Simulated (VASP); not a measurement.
Here is a VASP 6.6.1 calculation.

The input run.py:

```python
from ase.calculators.vasp import Vasp
from ase.dft.bandgap import bandgap
from ase.io import read

atoms = read('POSCAR')
atoms.set_initial_magnetic_moments([5.0, 5.0, 0.0, 0.0, 0.0, 0.0, 0.0, 0.0])
calc = Vasp(
    directory='calc',
    xc='lda',
    pp='PBE',
    setups={'base': 'minimal', 'Sm': '_3'},
    prec='Accurate',
    encut=600,
    ediff=1e-06,
    ismear=0,
    sigma=0.02,
    lreal=False,
    lasph=True,
    nelm=150,
    algo='Normal',
    isif=2,
    lwave=False,
    lcharg=True,
    ispin=2,
    lorbit=11,
    lmaxmix=6,
    lelf=True,
    lvhar=True,
    kpts=[5, 5, 8],
    gamma=True,
)
atoms.calc = calc

print('energy (eV):', atoms.get_potential_energy())
print('free energy (eV):', atoms.get_potential_energy(force_consistent=True))
print('forces (eV/A):')
print(atoms.get_forces())
print('stress (eV/A^3, Voigt):', atoms.get_stress())
print('Fermi level (eV):', calc.get_fermi_level())
print('moment (muB):', atoms.get_magnetic_moment())
print('site moments (muB):', atoms.get_magnetic_moments())
gap, top, bottom = bandgap(calc)
print('band gap (eV):', gap, 'from (spin, k, band)', top, 'to', bottom)
```

POSCAR

```
SmO3
1.0
    6.7172085324      0.0000000000      0.0000000000
   -3.3586042662      5.8172732316      0.0000000000
    0.0000000000      0.0000000000      3.5199500000
Sm O
2 6
Direct
    0.3333333333      0.6666666667      0.2500000000
    0.6666666667      0.3333333333      0.7500000000
    0.4295950000      0.0577780100      0.2500000000
    0.5704050000      0.9422219900      0.7500000000
    0.6281830100      0.5704050000      0.2500000000
    0.3718169900      0.4295950000      0.7500000000
    0.9422219900      0.3718169900      0.2500000000
    0.0577780100      0.6281830100      0.7500000000
```

Potentials or basis: VASP PAW PBE potentials, release 64 (Sm_3, O), 4f in core.

The run is started by

```console
$ python run.py
```

(1) Estimate the largest force.

(2) What does it give for the pressure?

(3) Estimate the band gap on the k mesh.

Results:

(1) 0.019 eV/Å.

(2) -0.3 GPa.

(3) 0.19 eV, indirect (least direct gap 0.27 eV).

Caveat: ASE's xc='lda' writes no GGA tag, so the PBE potentials set the functional and the run is PBE; the magnetic or orbital state may not be the lowest; spin-orbit coupling is left out, which moves the levels of the heavy elements; an odd mesh through Γ misses points on the zone boundary, where band edges often lie; the 4f electrons are frozen in the core as for a trivalent ion, so they carry no moment and show no levels.
